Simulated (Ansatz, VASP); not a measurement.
# Cross-check of V between VASP and Ansatz, part 2 of 2

One calculation is typed for both programs; each brings its own data sets and cutoff. How far apart do they land? The cell is taken from a series of VASP runs on this material, whose earlier steps may have relaxed, scaled or displaced it; both programs get it as it stands.

VASP 6.6.1 and Ansatz 0.2.0.

So far: Starting point; VASP: relaxation of cell and atoms, r2SCAN.

## 3. Ansatz: relaxation of cell and atoms, r2SCAN

Level of this step: Ansatz beside VASP: Kohn-Sham DFT, plane waves, r2SCAN (Ansatz).

Ansatz runs on its default PAW (the set named soft_2) files.

The same cell, functional, mesh and smearing now go to Ansatz, which takes its cutoff from its data sets.

The input, input.yaml:

```yaml
crystal:
  lattice:
    - [-1.4928724054, 1.4928724054, 1.4928724054]
    - [1.4928724054, -1.4928724054, 1.4928724054]
    - [1.4928724054, 1.4928724054, -1.4928724054]
  atoms:
    - { symbol: V, position: [0.0, 0.0, 0.0], spin: 2.0 }
hamiltonian:
  xc: r2scan
  pseudopotentials: { kind: paw }
magnetization:
  spin_polarized: true
kpoints:
  mp_grid: { grid: [22, 22, 22] }
scf:
  occupations: { method: methfessel_paxton, width: 0.15 }
relax:
  f_tol: 0.01
  max_steps: 60
  cell: { stress_tol: 0.05 }
output:
  forces: true
  stress: true
  write_density: true
  write_potential: true
  elf: true
  volumetric_format: npy
```

Launch:

```sh
ansatz run input.yaml --threads 4 --pin off --max-ram 9216MiB --backend cpu --events-out ev --progress --plain --runs-dir out
```

Numbers of over 12 decimals in the logs are rounded to 6 here.

The program printed:

```text
Engine: ansatz 0.2.0, aarch64-unknown-linux-gnu
Pseudopotentials: kind: paw
Pseudopotential: V, paw, valence charge 13, recommended cutoff 500 eV (meta_gga), V.paw.azcp
Functional definition: r2SCAN
  parameter k0 = 0.174
  parameter k1 = 0.065
  parameter a1 = 4.9479
  exchange = r2scan_x(k0 = k0, k1 = k1, a1 = a1)
  correlation = r2scan_c
Crystal: 1 atoms, lattice volume = 13.308 Å³
Basis set: ecut = 500 eV, 321 PW (Γ), exchange–correlation on 80×80×80 points (64 copies of the dense FFT grid, shifted against one another)
Bands: 12, of which v1, the nominal top of the filled ones, is band 7 counted from 1 (6 counted from 0)
Symmetry: 48 space group operations
Space group: Im-3m (ITA 229), of the structure as read, at distance tolerance 2.4e-5 Å
Magnetic group: BNS 229.140 (UNI 1642), of the structure as read, at distance tolerance 2.4e-5 Å
k-points: 328 of 10648
Non-local potential: V, projectors of the file, l = 0: 3, l = 1: 2, l = 2: 3, l = 3: 1
PAW form: soft (Blöchl's): semilocal exchange-correlation on the pseudo side does not see the compensation charge
PAW frozen core: V, regenerated for the run's functional (the file was generated under x = pbe(κ = 0.804, μ = 0.219515), c = pbe(β = 0.066725))
PAW one-centre angular grid: V, 590 points (default); XC on 160 Gauss nodes
Initial density: superposition of atomic densities (chi_scale 0.1, normalization cell)
Starting moments: Σ|m| = 2 μB on 1 of 1 site
Initial wavefunctions: pseudopotential atomic-orbital guess
Functional: x = r2scan, c = r2scan; τ floored in thin density (d = 2e-4 eV/Å³)
SCF iter   1: F=—  HF=-2916.912913 eV  |F-HF|=—  |Δ(HF+E_count)|=         —  Δρ=1.24e-1 (↑1.24e-1 ↓3.67e-2)  dr2=1.53e0  dr2_τ=2.56e-2  dr2_m=6.24e-1  M=1.129 μB ∫|m|=1.129 μB  β_m=0.69  ethr=3.10e-3  ⟨swp⟩=4.6  Hψ=38946  notcnv=0
Mixer restart at iter 1: flushing history
preconditioner: auto → none  [metal: Δε(μ)=0.006 eV  Ē_g=9.938 eV  σ=0.150 eV  W_gap=0.02  n_scr=0 (ndim 8)  ℏωp=22.8 eV  f_vac=0.000  D(μ)=1.13/eV (n_scr^D=12)]
SCF iter   2: F=—  HF=-2916.401573 eV  |F-HF|=—  |Δ(HF+E_count)|=   5.11e-1  Δρ=3.66e-2 (↑3.66e-2 ↓1.74e-2)  dr2=1.23e-1  dr2_τ=3.57e-3  dr2_m=6.79e-2  M=1.089 μB ∫|m|=1.090 μB  β_m=1.00  ethr=3.10e-3  ⟨swp⟩=2.7  Hψ=19985  notcnv=0  defer=673  κ⁻¹=1.0e0(r=1)
SCF iter   3: F=—  HF=-2917.211106 eV  |F-HF|=—  |Δ(HF+E_count)|=         —  Δρ=7.47e-2 (↑7.47e-2 ↓5.99e-2)  dr2=7.11e-2  dr2_τ=2.04e-2  dr2_m=5.42e-1  M=0.226 μB ∫|m|=0.260 μB  β_m=1.00  ethr=9.42e-4  ⟨swp⟩=2.7  Hψ=14604  notcnv=0  defer=671
Mixer restart at iter 3: flushing history
SCF iter   4: F=—  HF=-2917.119866 eV  |F-HF|=—  |Δ(HF+E_count)|=   9.12e-2  Δρ=4.28e-2 (↑4.28e-2 ↓2.42e-2)  dr2=5.01e-1  dr2_τ=3.76e-3  dr2_m=1.43e-2  M=0.353 μB ∫|m|=0.357 μB  β_m=0.54  ethr=3.85e-4  ⟨swp⟩=2.0  Hψ=16282  notcnv=0  defer=760
SCF iter   5: F=—  HF=-2917.044046 eV  |F-HF|=—  |Δ(HF+E_count)|=   7.58e-2  Δρ=1.24e-2 (↑1.24e-2 ↓7.39e-3)  dr2=4.71e-2  dr2_τ=9.77e-4  dr2_m=1.63e-3  M=0.336 μB ∫|m|=0.339 μB  β_m=1.00  ethr=3.85e-4  ⟨swp⟩=2.0  Hψ=16599  notcnv=0  defer=742  κ⁻¹=1.0e0(r=1)
SCF iter   6: F=—  HF=-2917.060562 eV  |F-HF|=—  |Δ(HF+E_count)|=   1.65e-2  Δρ=3.37e-3 (↑2.68e-3 ↓3.37e-3)  dr2=2.64e-3  dr2_τ=7.26e-5  dr2_m=1.61e-4  M=0.316 μB ∫|m|=0.318 μB  β_m=1.00  ethr=3.62e-4  ⟨swp⟩=2.3  Hψ=13904  notcnv=0  defer=763  κ⁻¹=9.1e-3(r=2)
SCF iter   7: F=—  HF=-2917.067468 eV  |F-HF|=—  |Δ(HF+E_count)|=   6.91e-3  Δρ=2.51e-3 (↑2.12e-3 ↓2.51e-3)  dr2=1.02e-3  dr2_τ=3.75e-5  dr2_m=2.51e-4  M=0.292 μB ∫|m|=0.293 μB  β_m=1.00  ethr=2.03e-5  ⟨swp⟩=1.6  Hψ=10208  notcnv=0  defer=762  κ⁻¹=5.5e-4(r=3)
SCF iter   8: F=—  HF=-2917.073738 eV  |F-HF|=—  |Δ(HF+E_count)|=   6.27e-3  Δρ=1.86e-3 (↑1.75e-3 ↓1.86e-3)  dr2=7.10e-6  dr2_τ=1.75e-5  dr2_m=3.96e-4  M=0.221 μB ∫|m|=0.222 μB  β_m=1.00  ethr=7.84e-6  ⟨swp⟩=2.0  Hψ=12089  notcnv=0  defer=762  κ⁻¹=1.5e-5(r=4)
SCF iter   9: F=—  HF=-2917.073767 eV  |F-HF|=—  |Δ(HF+E_count)|=   2.83e-5  Δρ=9.50e-4 (↑9.29e-4 ↓9.50e-4)  dr2=1.17e-6  dr2_τ=4.03e-6  dr2_m=1.07e-4  M=0.162 μB ∫|m|=0.163 μB  β_m=1.00  ethr=5.46e-8  ⟨swp⟩=2.3  Hψ=12596  notcnv=0  defer=762  κ⁻¹=1.1e-5(r=5)
SCF iter  10: F=—  HF=-2917.063792 eV  |F-HF|=—  |Δ(HF+E_count)|=         —  Δρ=9.36e-4 (↑7.74e-4 ↓9.36e-4)  dr2=4.84e-6  dr2_τ=3.68e-6  dr2_m=8.75e-5  M=0.149 μB ∫|m|=0.150 μB  β_m=1.20  ethr=9.01e-9  ⟨swp⟩=3.0  Hψ=16493  notcnv=0  defer=762
Mixer restart at iter 10: flushing history
iteration 10: the input's own smearing fills from here on; a Gaussian of 0.15 eV has filled iterations ahead of it
SCF iter  11: F=—  HF=-2917.064280 eV  |F-HF|=—  |Δ(HF+E_count)|=   4.88e-4  S|Δr|=    0.00e0  Δρ=1.41e-4 (↑9.27e-5 ↓1.41e-4)  dr2=9.12e-7  dr2_τ=2.50e-7  dr2_m=8.78e-7  M=0.153 μB ∫|m|=0.153 μB  β_m=1.20  ethr=9.01e-9  ⟨swp⟩=2.0  Hψ=11554  notcnv=0  defer=762  κ⁻¹=1.0e0(r=1)
SCF iter  12: F=—  HF=-2917.064368 eV  |F-HF|=—  |Δ(HF+E_count)|=   8.80e-5  S|Δr|=    0.00e0  Δρ=1.26e-4 (↑1.26e-4 ↓1.08e-4)  dr2=4.90e-7  dr2_τ=3.72e-8  dr2_m=1.20e-6  M=0.152 μB ∫|m|=0.153 μB  β_m=1.20  ethr=7.01e-9  ⟨swp⟩=2.0  Hψ=11483  notcnv=0  defer=762  κ⁻¹=1.1e-2(r=2)
[...]
iter 24 did not close the SCF: its close was put off for a magnetic moment that had not settled (scf_convergence_deferred on its scf_iter line)
SCF iter  24: F=-2917.064789 eV  HF=-2917.064789 eV  |F-HF|=7.39e-10  |Δ(HF+E_count)|=   7.09e-7  S|Δr|=    0.00e0  Δρ=2.47e-6 (↑9.67e-7 ↓2.47e-6)  dr2=9.39e-10  dr2_τ=1.10e-11  dr2_m=1.30e-10  M=0.001 μB ∫|m|=0.001 μB  β_m=1.20  ethr=1.84e-12  ⟨swp⟩=6.9  Hψ=33043  notcnv=0  κ⁻¹=9.9e-7(r=8)
SCF iter  25: F=-2917.064789 eV  HF=-2917.064789 eV  |F-HF|=9.32e-11  |Δ(HF+E_count)|=   9.31e-9  S|Δr|=    0.00e0  Δρ=9.08e-8 (↑9.08e-8 ↓8.82e-8)  dr2=2.74e-12  dr2_τ=7.70e-14  dr2_m=2.46e-13  M=0.000 μB ∫|m|=0.000 μB  ethr=1.84e-12  ⟨swp⟩=3.0  Hψ=32195  notcnv=0
WARN: the starting moments were not kept: the SCF closed with an absolute magnetisation of 5.5e-5 μB, where they sum to 2 μB in size (1 site). That is at most 0.1 of that sum. Measured as dr2_m measures the in/out step, that magnetisation stands 1.7e-9 eV from none, at or under the dr2_threshold of 1.0e-7 eV: it is no larger than a step whose dr2_m would equal this threshold. The system may hold no moment; this SCF s [...]
SCF 1 converged in 25 iterations: F = -2917.064789 eV  dr2 = 2.74e-12
  greatest PAW one-centre occupation: 1.000 electrons in one spin orbital (limit 2), on the V atom at site 0 (counted from 0), in its partial waves of l = 1
relax step   1: F+E_penalty+E_count = -2917.06478872 eV  Δ(F+E_penalty+E_count) = +0.000e0 eV  max|allowed force component| = 0.000e0 eV/Å  Δτ_max = 0.0000 Å  P = -0.670 GPa  Ω = 13.308 Å³  (25 SCF iters, dr2 threshold 1.00e-7 eV, accepted)
[...]
relax step   2: F+E_penalty+E_count = -2917.06490230 eV  Δ(F+E_penalty+E_count) = -1.136e-4 eV  max|allowed force component| = 0.000e0 eV/Å  Δτ_max = 0.0000 Å  P = +0.055 GPa  Ω = 13.258 Å³  energy of the carried Pulay correction = +1.712e-5 eV  (14 SCF iters, dr2 threshold 1.00e-7 eV, accepted)
[...]
relax step   3: F+E_penalty+E_count = -2917.06490165 eV  Δ(F+E_penalty+E_count) = +6.503e-7 eV  max|allowed force component| = 0.000e0 eV/Å  Δτ_max = 0.0000 Å  P = -0.000 GPa  Ω = 13.262 Å³  energy of the carried Pulay correction = +1.582e-5 eV  (5 SCF iters, dr2 threshold 7.57e-9 eV, accepted)
[...]
relax step   4: F+E_penalty+E_count = -2917.06488610 eV  Δ(F+E_penalty+E_count) = +1.555e-5 eV  max|allowed force component| = 0.000e0 eV/Å  Δτ_max = 0.0000 Å  P = -0.001 GPa  Ω = 13.262 Å³  stress off target by 1.13e-3 GPa  SCF on the basis re-selected at this cell (its energy is not comparable with the rows above)  (8 SCF iters)
basis re-selected at this cell: Δ(F+E_penalty+E_count) = +1.555e-5 eV, ΔP = -0.001 GPa vs the last step (what re-selecting the basis moved, of the pressure what is left beyond the Pulay correction that the steps carried, after the strain that the cell walked since its last selection, with what the two solves' SCF thresholds leave and, on support functions, any second-order correction that the steps lacked; it is no measure of the basis error at this ecutwfc). This SCF's stress stands 1.13e-3 GPa from its target on what of the cell is left free (relax.cell.stress_tol is 5.00e-2 GPa) and its largest allowed force component is 0.00e0 eV/Å (relax.f_tol is 1.00e-2 eV/Å): [rest of the remark cut]
SCF converged after 8 iterations
Stability not checked: this state was not tested for a lower state beside it, because cold or Methfessel-Paxton smearing, or corrected tetrahedra, fill the levels in a way that the test cannot read (fill_not_monotonic; see scf.lower_state_search)
Magnetization: 0.0000 μB (6.5000 up, 6.5000 down)
Absolute magnetization: 0.0000 μB (∫|ρ↑−ρ↓|, with the PAW one-centre terms)
Spin contamination: 0.0000 ħ² per cell (⟨S²⟩ above its minimum at these occupations)
Per-site moments (μB) at R_I (Å): [(1.7130071692887538e-5, 1.065376)]
Free energy (F): -2917.064886 eV
Harris-Foulkes:  -2917.064886 eV  (|F-HF|=7.28e-12)
Internal energy: -2917.065060 eV  (E = F + TS)
E sigma→0 (E₀):  -2917.064930 eV
Entropy (-TS):   0.000174 eV (0.174 meV/atom)
Fermi energy:    16.757035 eV
--- Per-component energies (eV) ---
  E_band       = -155.975314
  E_kinetic    = 336.755318
  E_local      = -879.742565  (includes V_loc(G=0)·N_el)
  E_nonlocal   = -45.777921
  E_hartree    = 404.815262
  E_xc         = -126.834882
  E_vxc        = -184.665186  (∫ρ·V_xc dr)
  E_paw        = -1121.207953  (= ΣΔE_a)
  E_vpaw       = -204.543842  (= ΣTr[D̂ρ^β])
  E_aug_tail   = 0.000166  (compensation charges beyond the density's cutoff)
  E_vtau       = 12.368168  (kinetic-family band-sum trace: ∫τ·v_τ [+ j·A + Jᵃ·Aᵃ] dr)
  E_ewald      = -1484.806705
  E_core_change = -0.265781  (= ΣΔE_core)
  E_smearing   = 0.000174  (= −TS)
  E_closure    = -0.000000  (closes the sum)
  Σ components = -2917.064886   (vs F -2917.064886, Δ=0.00e0)
--- Forces (eV/Å), atoms counted from 1 ---
  atom   1  V     -0.00000000    -0.00000000    -0.00000000
  max |Σ_I F_I| component: 1.23e-31 eV/Å
--- Stress (GPa, compression-positive) ---
       -0.001126       0.000000       0.000000
       -0.000000      -0.001126       0.000000
       -0.000000      -0.000000      -0.001126
  P = ⅓ Tr σ = -0.0011 GPa (-0.011 kbar)
--- Band table (eV; the first three rows and the last of 656) ---
  k-point 0 ↑: bands = [... 3 lower, -21.6590, 9.6714, 17.2429, 17.2429, 17.2429, 19.4594, 19.4594, 38.2381, ... 1 higher]
  k-point 1 ↑: bands = [... 3 lower, -21.6592, 9.7605, 17.2041, 17.2346, 17.3058, 19.4131, 19.4617, 38.0684, ... 1 higher]
  k-point 2 ↑: bands = [... 3 lower, -21.6596, 10.0228, 17.0923, 17.2013, 17.4918, 19.2951, 19.4694, 37.5723, ... 1 higher]
  k-point 327 ↓: bands = [... 3 lower, -22.3225, 13.5781, 13.5781, 20.7113, 20.7113, 20.7113, 27.5954, 27.5954, ... 1 higher]
--- Relaxed structure (3 steps of the walk, 3 accepted, 1 SCFs on fresh bases) ---
  F+E_penalty+E_count = -2917.06488610 eV   max|allowed force component| = 0.000e0 eV/Å   (the final SCF, on the basis selected at the relaxed cell)
  cell:  # Å, volume = 13.2622 Å³
    - [-1.491140, 1.491140, 1.491140]
    - [1.491140, -1.491140, 1.491140]
    - [1.491140, 1.491140, -1.491140]
  atoms:
    - { symbol: V, position: [0.0, 0.0, 0.0] }
```

Wall time 42 s (4 threads of Arm Neoverse N1, shared host); peak memory 0.48 GiB; 2.6 min of CPU time.

## 4. Comparison

Known differences besides the potentials themselves: VASP keeps PBE cores, Ansatz makes them for the functional; both relaxations stop at a tolerance, which leaves soft axes loose, and VASP keeps its plane-wave basis; the cutoff is 500 eV in Ansatz and 520 eV in VASP; Ansatz adds a Pulay correction to the stress that steers its cell, VASP none. Total energies have different zeros and are not compared.

Compared:

```
                                         quantity  Ansatz   VASP  difference
                                      volume (Å³)   13.26  13.31     -0.35 %
edge a after relaxation, in the typed setting (Å)   2.583  2.586     -0.12 %
```

The walks stopped with 0.00 GPa left in Ansatz and 0.04 GPa in VASP; each walk ends within a tolerance, so the volume difference is uncertain by about these residues over the bulk modulus, most in soft cells.

## 5. VASP: relaxation of cell and atoms, PBE

The relaxed volume is the usual yardstick between codes: its relative difference is about their pressure difference at one cell divided by the bulk modulus. The cell compared in this pair holds 13.47 Å³, against 13.31 Å³ for the pair before.

The input, INCAR:

```
SYSTEM = V
PREC = Accurate
ENCUT = 520
EDIFF = 1E-07
NELM = 100
ISMEAR = 1
SIGMA = 0.15
LREAL = .FALSE.
ALGO = Normal
GGA = PE
NBANDS = 15
ISPIN = 2
MAGMOM = 2
LASPH = .TRUE.
LMAXMIX = 4
LORBIT = 11
LWAVE = .FALSE.
LCHARG = .FALSE.
KPAR = 4
IBRION = 2
NSW = 50
ISIF = 3
EDIFFG = -0.005
```

The input, POSCAR:

```
V
1.0
   -1.4990015635      1.4990015635      1.4990015635
    1.4990015635     -1.4990015635      1.4990015635
    1.4990015635      1.4990015635     -1.4990015635
V
1
Direct
    0.0000000000      0.0000000000      0.0000000000
```

The input, KPOINTS:

```
Automatic mesh
0
Gamma
22 22 22
0 0 0
```

The projector-augmented-wave data sets are V_sv (PBE family, release 64).

Launch:

```sh
mpirun -np 4 vasp_std
```

The program printed:

```text
[banner, memory and clock lines left out]
running    4 mpi-ranks, on    1 nodes
[...]
LDA part: xc-table for (Slater+PW92), standard interpolation
 POSCAR, INCAR and KPOINTS ok, starting setup
[...]
entering main loop
       N       E                     dE             d eps       ncg     rms          rms(c)
DAV:   1     0.939208417496E+02    0.93921E+02   -0.66076E+03 19832   0.950E+02
DAV:   2    -0.832841026073E+01   -0.10225E+03   -0.98380E+02 21094   0.285E+02
DAV:   3    -0.980028012468E+01   -0.14719E+01   -0.14699E+01 22214   0.377E+01
DAV:   4    -0.980639711910E+01   -0.61170E-02   -0.61169E-02 22991   0.256E+00
[...]
DAV:  11    -0.899107436045E+01   -0.29456E-04   -0.55978E-05 22207   0.747E-02    0.194E-02
DAV:  12    -0.899107896109E+01   -0.46006E-05   -0.44317E-06 21689   0.215E-02    0.577E-03
DAV:  13    -0.899107890472E+01    0.56363E-07   -0.24719E-07 21864   0.468E-03
   1 F= -.89910789E+01 E0= -.89910394E+01  d E =-.899108E+01  mag=     0.0003
[...]
reached required accuracy - stopping structural energy minimisation
```

Parts of OUTCAR (step 5):

```text
  Total       -0.0035858     -0.0035858     -0.0035858      0.0000000      0.0000000     -0.0000000
  in kB       -0.4264101     -0.4264101     -0.4264101      0.0000000      0.0000000     -0.0000000
  external PRESSURE =      -0.4264101 kB  Pullay stress =       0.0000000 kB

 POSITION                                       TOTAL-FORCE (eV/Angst)
 -----------------------------------------------------------------------------------
      0.00000      0.00000      0.00000         0.000000      0.000000      0.000000
 -----------------------------------------------------------------------------------
    total drift:                                0.000000     -0.000000     -0.000000

  FREE ENERGIE OF THE ION-ELECTRON SYSTEM (eV)
  ---------------------------------------------------
  free  energy   TOTEN  =        -8.9910789047 eV

  energy  without entropy=       -8.9909603641  energy(sigma->0) =       -8.99103939

[... 3 parts as in an earlier step ...]

[... 2 further parts left out ...]
[key lines of the parts left out:]
E-fermi :   9.7032
```

## 6. Ansatz: relaxation of cell and atoms, PBE

The same cell, functional, mesh and smearing now go to Ansatz, which takes its cutoff from its data sets.

The cell is taken from a series of VASP runs on this material, whose earlier steps may have relaxed, scaled or displaced it; both programs get it as it stands.

input.yaml, the sections that differ from step 3:

```yaml
crystal:
  lattice:
    - [-1.4990015635, 1.4990015635, 1.4990015635]
    - [1.4990015635, -1.4990015635, 1.4990015635]
    - [1.4990015635, 1.4990015635, -1.4990015635]
  atoms:
    - { symbol: V, position: [0.0, 0.0, 0.0], spin: 2.0 }
hamiltonian:
  xc: pbe
  pseudopotentials: { kind: paw }
output:
  forces: true
  stress: true
# magnetization, kpoints, scf, relax: as in step 3
```

Launch:

```sh
ansatz run input.yaml --threads 4 --pin off --max-ram 9216MiB --backend cpu --events-out ev --progress --plain --runs-dir out
```

The program printed:

```text
[...]
Crystal: 1 atoms, lattice volume = 13.473 Å³
Basis set: ecut = 420 eV, 249 PW (Γ), exchange–correlation on 36×36×36 points (8 copies of the dense FFT grid, shifted against one another)
Bands: 12, of which v1, the nominal top of the filled ones, is band 7 counted from 1 (6 counted from 0)
Symmetry: 48 space group operations
[...]
0.000000       0.019110      -0.000000
        0.000000      -0.000000       0.019110
  P = ⅓ Tr σ = 0.0191 GPa (0.191 kbar)
--- Relaxed structure (2 steps of the walk, 2 accepted, 1 SCFs on fresh bases) ---
[...]
cell:  # Å, volume = 13.4521 Å³
    - [-1.498226, 1.498226, 1.498226]
    - [1.498226, -1.498226, 1.498226]
    - [1.498226, 1.498226, -1.498226]
  atoms:
    - { symbol: V, position: [0.0, 0.0, 0.0] }
[key lines of the parts left out:]
SCF converged after 4 iterations
Magnetization: 0.0000 μB (6.5000 up, 6.5000 down)
Free energy (F): -2912.410112 eV
Fermi energy:    16.556086 eV
```

Run time: 9.8 s. Hardware: 4 threads; peak memory 0.4 GiB.

## 7. Side by side

What differs besides the data sets and the points named for the pairs above, as far as they apply: the cutoff is 420 eV in Ansatz and 520 eV in VASP. Total energies have different zeros and are not compared.

Compared:

```
                                         quantity  Ansatz   VASP  difference
                                      volume (Å³)   13.45  13.47     -0.16 %
edge a after relaxation, in the typed setting (Å)   2.595  2.596     -0.05 %
```

The walks stopped with 0.02 GPa left in Ansatz and -0.04 GPa in VASP; each walk ends within a tolerance, so the volume difference is uncertain by about these residues over the bulk modulus, most in soft cells.

## 8. Outcome

```json
{"difference in volume (relaxation of cell and atoms, r2SCAN)": "-0.35 %", "difference in volume (relaxation of cell and atoms, PBE)": "-0.16 %"}
```

The difference in volume is -0.35 % (relaxation of cell and atoms, r2SCAN), within the 1.2 % picked in this series as the mark of a large difference, as far as the stopping tolerances let one tell. Such differences can come from data sets, numerical settings and the points named under the comparisons, not from the functional's error against experiment.

[Lines on the potential files, build, host, timing and source positions are cut from VASP's logs without a mark.]

[Logs are printed without paths, hosts, clocks, repeated set-up lines and the standing remarks that a program may print on its own settings, such as how far it seeks lower states.]

[Hosts, paths, dates, database ids (printed as entryN), source tags and the programs' standing remarks are cut or masked in the printed files.]
